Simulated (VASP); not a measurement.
# TiSn (P6/mmm) in VASP: further runs

One crystal, TiSn, is run at these levels: PBE; tasks: relaxation of cell and atoms.

Everything below comes from runs of VASP 6.6.1. Logs are shortened: lines on timing, memory, paths and dates and some standing lists are left out, and cuts for length are marked.

## 1. Starting point

The structure is hexagonal, space group P6/mmm (No. 191). The conventional cell has a = 5.718 Å, b = 5.718 Å, c = 4.791 Å, α = 90.00°, β = 90.00°, γ = 120.00°. Around Ti (site symmetry mmm) lie 4 Ti at 2.86 Å and 6 Sn at 2.86 to 2.91 Å. Around Sn (site symmetry -6m2) lie 6 Ti at 2.91 Å and 3 Sn at 3.30 Å. Around Sn (site symmetry 6/mmm) lie 6 Ti at 2.86 Å.

The cell was built by a generator and needn't be a form met in nature.

## 2. Relaxation of cell and atoms, PBE

The input, INCAR:

```
SYSTEM = TiSn
  PREC = Accurate
  ENCUT = 520
  EDIFF = 1E-6
  ISMEAR = 0
  SIGMA = 0.1
  LREAL = .False.
  LASPH = .True.
  NELM = 120
  ALGO = Normal
  ISIF = 3
  LWAVE = .False.
  LCHARG = .False.
  GGA = PE
  IBRION = 2
  NSW = 90
  EDIFFG = -0.01
  KPAR = 4
```

The input, KPOINTS:

```
Automatic mesh
0
Gamma
  6 6 6
  0 0 0
```

The input, POSCAR:

```
TiSn
1.0
    5.7180289000      0.0000000000      0.0000000000
   -2.8590144500      4.9519582900      0.0000000000
    0.0000000000      0.0000000000      4.7910000000
Ti Sn
3 3
Direct
    0.0000000000      0.5000000000      0.0000000000
    0.5000000000      0.0000000000      0.0000000000
    0.5000000000      0.5000000000      0.0000000000
    0.6666666700      0.3333333300      0.5000000000
    0.3333333300      0.6666666700      0.5000000000
    0.0000000000      0.0000000000      0.0000000000
```

Potentials or basis: VASP PAW PBE potentials, release 64 (Ti_sv, Sn_d).

Started as:

```
> cat potpaw_PBE.64/Ti_sv/POTCAR potpaw_PBE.64/Sn_d/POTCAR > POTCAR
> mpirun -np 4 vasp_std > vasp.out
```

OUTCAR:

```text
SYSTEM = TiSn
   PREC = Accurate
   ENCUT = 520
   EDIFF = 1E-6
   ISMEAR = 0
   LREAL = .False.
   LASPH = .True.
   NELM = 120
   ISIF = 3
   GGA = PE
   IBRION = 2
   NSW = 90
   EDIFFG = -0.01

 ion  position               nearest neighbor table
   1  0.000  0.500  0.000-   3 2.86   3 2.86   6 2.86   6 2.86   2 2.86   2 2.86   5 2.91   5 2.91
                             4 2.91   4 2.91
   2  0.500  0.000  0.000-   6 2.86   6 2.86   1 2.86   3 2.86   3 2.86   1 2.86   5 2.91   5 2.91
                             4 2.91   4 2.91
   3  0.500  0.500  0.000-   1 2.86   1 2.86   6 2.86   2 2.86   2 2.86   6 2.86   5 2.91   5 2.91
                             4 2.91   4 2.91
   4  0.667  0.333  0.500-   1 2.91   1 2.91   2 2.91   2 2.91   3 2.91   3 2.91   5 3.30   5 3.30
                             5 3.30
   5  0.333  0.667  0.500-   1 2.91   1 2.91   2 2.91   2 2.91   3 2.91   3 2.91   4 3.30   4 3.30
                             4 3.30
   6  0.000  0.000  0.000-   2 2.86   2 2.86   3 2.86   1 2.86   1 2.86   3 2.86

  LATTYP: Found a hexagonal cell.
 ALAT       =     5.7180289000
 C/A-ratio  =     0.8378761429

  Lattice vectors:

 A1 = (   5.7180289000,   0.0000000000,   0.0000000000)
 A2 = (  -2.8590144500,   4.9519582900,   0.0000000000)
 A3 = (   0.0000000000,   0.0000000000,   4.7910000000)

Analysis of symmetry for initial positions (statically):
=====================================================================
 Subroutine PRICEL returns:
 Original cell was already a primitive cell.

 Routine SETGRP: Setting up the symmetry group for a
 hexagonal supercell.

 Subroutine GETGRP returns: Found 24 space group operations
 (whereof 24 operations were pure point group operations)
 out of a pool of 24 trial point group operations.

The static configuration has the point symmetry D_6h.

Analysis of symmetry for dynamics (positions and initial velocities):
=====================================================================
 Subroutine PRICEL returns:
 Original cell was already a primitive cell.

 Routine SETGRP: Setting up the symmetry group for a
 hexagonal supercell.

 Subroutine GETGRP returns: Found 24 space group operations
 (whereof 24 operations were pure point group operations)
 out of a pool of 24 trial point group operations.

The dynamic configuration has the point symmetry D_6h.

 Subroutine INISYM returns: Found 24 space group operations
 (whereof 24 operations are pure point group operations),
 and found     1 'primitive' translations

----------------------------------------------------------------------------------------

                                     Primitive cell

  volume of cell :     135.6593

  direct lattice vectors                    reciprocal lattice vectors
     5.718028900  0.000000000  0.000000000     0.174885440  0.100970156  0.000000000
    -2.859014450  4.951958290  0.000000000     0.000000000  0.201940312  0.000000000
     0.000000000  0.000000000  4.791000000     0.000000000  0.000000000  0.208724692

  length of vectors
     5.718028900  5.718028903  4.791000000     0.201940312  0.201940312  0.208724692

  position of ions in fractional coordinates (direct lattice)
     0.000000000  0.500000000  0.000000000
     0.500000000  0.000000000  0.000000000
     0.500000000  0.500000000  0.000000000
     0.666666670  0.333333330  0.500000000
     0.333333330  0.666666670  0.500000000
     0.000000000  0.000000000  0.000000000

  ion indices of the primitive-cell ions
   primitive index   ion index
                 1           1
                 2           2
                 3           3
                 4           4
                 5           5
                 6           6

----------------------------------------------------------------------------------------

 KPOINTS: Automatic mesh

Automatic generation of k-mesh.
 Grid dimensions read from file:
 generate k-points for:    6    6    6

 Generating k-lattice:

  Cartesian coordinates                     Fractional coordinates (reciprocal lattice)
     0.029147573  0.016828359  0.000000000     0.166666667  0.000000000  0.000000000
     0.000000000  0.033656719  0.000000000     0.000000000  0.166666667  0.000000000
     0.000000000  0.000000000  0.034787449     0.000000000  0.000000000  0.166666667

  Length of vectors
     0.033656719  0.033656719  0.034787449

  Shift w.r.t. Gamma in fractional coordinates (k-lattice)
     0.000000000  0.000000000  0.000000000

 Subroutine IBZKPT returns following result:
 ===========================================

 Found     28 irreducible k-points:

 Following reciprocal coordinates:
            Coordinates               Weight
  0.000000  0.000000  0.000000      1.000000
  0.166667  0.000000  0.000000      6.000000
  0.333333  0.000000  0.000000      6.000000
  0.500000 -0.000000  0.000000      3.000000
  0.166667  0.166667  0.000000      6.000000
  0.333333  0.166667  0.000000     12.000000
[... 16 lines left out ...]
  0.166667  0.000000  0.500000      6.000000
  0.333333  0.000000  0.500000      6.000000
 [... further k-points ...]
   k-points           NKPTS =     28   k-points in BZ     NKDIM =     28   number of bands    NBANDS=     46
   number of dos      NEDOS =    301   number of ions     NIONS =      6
   total plane-waves  NPLWV =  82944
   dimension x,y,z NGX =    48 NGY =   48 NGZ =   36
   dimension x,y,z NGXF=    96 NGYF=   96 NGZF=   72
   ions per type =               3   3
   NGX,Y,Z   is equivalent  to a cutoff of  13.96, 13.96, 12.49 a.u.
   NGXF,Y,Z  is equivalent  to a cutoff of  27.91, 27.91, 24.98 a.u.
 SYSTEM =  TiSn
   PREC   = accura    normal or accurate (medium, high low for compatibility)
   ISTART =      0    job   : 0-new  1-cont  2-samecut
   ICHARG =      2    charge: 1-file 2-atom 10-const
   ISPIN  =      1    spin polarized calculation?
   LNONCOLLINEAR =      F non collinear calculations
   LSORBIT =      F    spin-orbit coupling
   LASPH  =      T    aspherical Exc in radial PAW
   ENCUT  =  520.0 eV  38.22 Ry    6.18 a.u.  10.63 10.63  8.91*2*pi/ulx,y,z
   NELM   =    120;   NELMIN=  2; NELMDL= -5     # of ELM steps
   EDIFF  = 0.1E-05   stopping-criterion for ELM
   LREAL  =      F    real-space projection
   EDIFFG = -.1E-01   stopping-criterion for IOM
   NSW    =     90    number of steps for IOM
   IBRION =      2    ionic relax: 0-MD 1-quasi-New 2-CG
   NFREE  =      1    steps in history (QN), initial steepest desc. (CG)
   ISIF   =      3    stress and relaxation
   ISYM   =      2    0-nonsym 1-usesym 2-fastsym
   POTIM  = 0.5000    time-step for ionic-motion
   TEBEG  =    0.0;   TEEND  =   0.0 temperature during run
   PSTRESS=    0.0 pullay stress
   NELECT =      78.0000    total number of electrons
   NUPDOWN=      -1.0000    fix difference up-down
   EMIN   =  10.00;   EMAX   =-10.00  energy-range for DOS
   EFERMI =   0.00;   METHOD = LEGACY
   ISMEAR =     0;   SIGMA  =   0.10  broadening in eV -4-tet -1-fermi 0-gaus
   EFERMI_NEDOS =   21; number of points for ismear=-14 and -15
   IALGO  =     38    algorithm
   IMIX   =      4    mixing-type and parameters
     AMIX     =   0.40;   BMIX     =  1.00
     AMIX_MAG =   1.60;   BMIX_MAG =  1.00
  volume/ion in A,a.u.               =      22.61       152.58
  Fermi-wavevector in a.u.,A,eV,Ry     =   1.361308  2.572500 25.213781  1.853161
  Thomas-Fermi vector in A             =   2.487896
   LORBIT       =      0    0 simple, 1 ext, 2 COOP (PROOUT), +10 PAW based schemes
   GGA     = PE    functional components
   LHFCALC =     F    Hartree Fock is set to
   AEXX    =    0.0000 exact exchange contribution
   IVDW    =     0    specifies the selected vdW correction
   LEPSILON=     F    determine dielectric tensor
   LRPA    =     F    only Hartree local field effects (RPA)
 conjugate gradient relaxation of ions
 non-spin polarized calculation
 Gauss-broadening in eV      SIGMA  =   0.10
  energy-cutoff  :      520.00
  volume of cell :      135.66
 maximum number of plane-waves:      3702
 NGX is ok and might be reduce to    48
   NGX = 21   NGY = 21   NGZ = 17

--------------------------------------- Ionic step        1  -------------------------------------------

 number of electron      78.0000016 magnetization

 Free energy of the ion-electron system (eV)
  ---------------------------------------------------
  ext. energy  EPLUGINS =         0.00000000
  ---------------------------------------------------
  free energy    TOTEN  =       -36.48845310 eV

  energy without entropy =      -36.44762965  energy(sigma->0) =      -36.46804137

------------------------ aborting loop because EDIFF is reached ----------------------------------------

  FORCE on cell =-STRESS in cart. coord.  units (eV):
  Direction    XX          YY          ZZ          XY          YZ          ZX
  --------------------------------------------------------------------------------------
  -------------------------------------------------------------------------------------
  Total        0.3770727      0.3770727      0.4906759     -0.0000000     -0.0000000      0.0000000
  in kB        4.4533427      4.4533428      5.7950318     -0.0000000     -0.0000000      0.0000000
  external PRESSURE =       4.9005724 kB  Pullay stress =       0.0000000 kB
[... 65 lines left out ...]
  energy  without entropy=      -36.4477228548  energy(sigma->0) =      -36.46833601

--------------------------------------- Ionic step        3  -------------------------------------------

 number of electron      78.0000017 magnetization

 Free energy of the ion-electron system (eV)
  ---------------------------------------------------
  ext. energy  EPLUGINS =         0.00000000
  ---------------------------------------------------
  free energy    TOTEN  =       -36.48963108 eV

  energy without entropy =      -36.44857994  energy(sigma->0) =      -36.46910551

 E-fermi :   7.4821     XC(G=0): -10.5460

 val. band max:        7.4784003522   @ k =   0.3333   0.0000   0.3333
 cond. band min:       7.4910669950   @ k =   0.1667   0.0000   0.3333
 fundamental gap:      0.0126666428
 Fermi energy:         7.4821015529

 k-point     1 :       0.0000    0.0000    0.0000
  band No.  band energies     occupation
      1     -49.2113      2.00000
      2     -49.1387      2.00000
      3     -49.1387      2.00000
      4     -25.6494      2.00000
      5     -25.5882      2.00000
      6     -25.5684      2.00000
[... 1165 lines left out ...]
     45       9.1845      0.00000
     46       9.5258      0.00000

 [... further k-points ...]

------------------------ aborting loop because EDIFF is reached ----------------------------------------

  FORCE on cell =-STRESS in cart. coord.  units (eV):
  Direction    XX          YY          ZZ          XY          YZ          ZX
  --------------------------------------------------------------------------------------
  -------------------------------------------------------------------------------------
  Total       -0.0355218     -0.0355218      0.0523611      0.0000000      0.0000000      0.0000000
  in kB       -0.4171685     -0.4171685      0.6149296      0.0000000      0.0000000      0.0000000
  external PRESSURE =      -0.0731358 kB  Pullay stress =       0.0000000 kB
[... 21 lines left out ...]
  FREE ENERGIE OF THE ION-ELECTRON SYSTEM (eV)
  ---------------------------------------------------
  free  energy   TOTEN  =       -36.4896310770 eV

  energy  without entropy=      -36.4485799426  energy(sigma->0) =      -36.46910551

 reached required accuracy - stopping structural energy minimisation
```

Wall time 2.4 min (4 MPI ranks of Intel Xeon Platinum 8259CL at 2.50GHz (Skylake/Cascade Lake), shared host); peak memory 0.37 GiB.

Results:

```yaml
Free_energy: -36.4896 eV
Relaxed_volume: 22.74 Å³/atom
Relaxed_cell: a = 5.728 Å, b = 5.728 Å, c = 4.802 Å, α = 90.00°, β = 90.00°, γ = 120.00°
Space_group_after_relaxing_to_0.05_Å: P6/mmm (No. 191)
Energy_gained_by_relaxing: 0.2 meV/atom
Ionic_steps: 3
Pressure_after_relaxing: 0.0 GPa
Band_gap_on_the_k_mesh: none (metal or under the smearing width)
```

The path:
| step | energy change (eV) | largest force (eV/Å) | pressure (GPa) | volume (Å³) |
| --- | --- | --- | --- | --- |
| 1 | 0.0000 | 0.0000 | 0.49 | 135.66 |
| 2 | -0.0005 | 0.0000 | -0.36 | 137.02 |
| 3 | -0.0012 | 0.0000 | -0.01 | 136.42 |

Final structure:
```xyz
6
Lattice="5.7278 0.0000 0.0000 -2.8639 4.9604 0.0000 0.0000 0.0000 4.8016" Properties=species:S:1:pos:R:3 pbc="T T T"
Ti   -1.4319    2.4802    0.0000
Ti    0.0000    4.9604    0.0000
Ti    1.4319    2.4802    0.0000
Sn    2.8639    1.6535    2.4008
Sn    0.0000    3.3069    2.4008
Sn   -2.8639    4.9604    0.0000
```

## 3. Relaxation of cell and atoms, PBE

This run uses another cell than the first one, of 22.74 Å³/atom, 1.006 times its volume.

Edit INCAR of step 2 so:

```diff
@@ -3,3 +3,3 @@
   ENCUT = 520
-  EDIFF = 1E-6
+  EDIFF = 1E-7
   ISMEAR = 0
@@ -15,4 +15,5 @@
   IBRION = 2
-  NSW = 90
-  EDIFFG = -0.01
+  NSW = 60
+  EDIFFG = -0.005
+  POTIM = 0.3
   KPAR = 4
```

KPOINTS is that of step 2.

The input, POSCAR:

```
TiSn                                    
1.0
    5.7277865175     -0.0000000000      0.0000000000
   -2.8638932588      4.9604086347      0.0000000000
    0.0000000000     -0.0000000000      4.8016388165
  Ti              Sn            
     3     3
Direct
     0.0000000000000000    0.5000000000000000    0.0000000000000000
     0.5000000000000000    1.0000000000000000    0.0000000000000000
     0.5000000000000000    0.5000000000000000    0.0000000000000000
     0.6666666699999979    0.3333333300000021    0.5000000000000000
     0.3333333300000021    0.6666666699999979    0.5000000000000000
     0.0000000000000000    1.0000000000000000    0.0000000000000000
```

Potentials or basis: VASP PAW PBE potentials, release 64 (Ti_sv, Sn_d).

Started as:

```
> cat potpaw_PBE.64/Ti_sv/POTCAR potpaw_PBE.64/Sn_d/POTCAR > POTCAR
> mpirun -np 4 vasp_std > vasp.out
```

Run time: 1.9 min. Hardware: 4 MPI ranks of Intel Xeon Platinum 8259CL at 2.50GHz (Skylake/Cascade Lake), shared host; peak memory 0.37 GiB.

The run converged. Its results:

```yaml
Free_energy: -36.4900 eV
Energy_gained_by_relaxing: 0.0 meV/atom
Ionic_steps: 3
Pressure_after_relaxing: 0.0 GPa
Band_gap_on_the_k_mesh: none (metal or under the smearing width)
```

Final structure:
```yaml
crystal:
  lattice:
    - [5.72599, 0.00000, 0.00000]
    - [-2.86299, 4.95885, 0.00000]
    - [0.00000, 0.00000, 4.80480]
  atoms:
    - { symbol: Ti, position: [0.00000, 0.50000, 0.00000] }
    - { symbol: Ti, position: [0.50000, 0.00000, 0.00000] }
    - { symbol: Ti, position: [0.50000, 0.50000, 0.00000] }
    - { symbol: Sn, position: [0.66667, 0.33333, 0.50000] }
    - { symbol: Sn, position: [0.33333, 0.66667, 0.50000] }
    - { symbol: Sn, position: [0.00000, 0.00000, 0.00000] }
```

Levels at points of the mesh, in eV from the Fermi level:
```tsv
k point	band 37	band 38	band 39	band 40	band 41	band 42
(0.00, 0.00, 0.00)	-1.45	-0.39	-0.39	0.11	0.11	2.11
(0.50, 0.00, 0.00)	-0.83	-0.82	-0.09	0.33	0.75	1.15
(0.00, 0.00, 0.50)	-0.77	-0.68	-0.61	-0.61	-0.43	0.37
(0.50, 0.00, 0.50)	-0.08	0.39	0.49	0.51	0.64	0.84
```
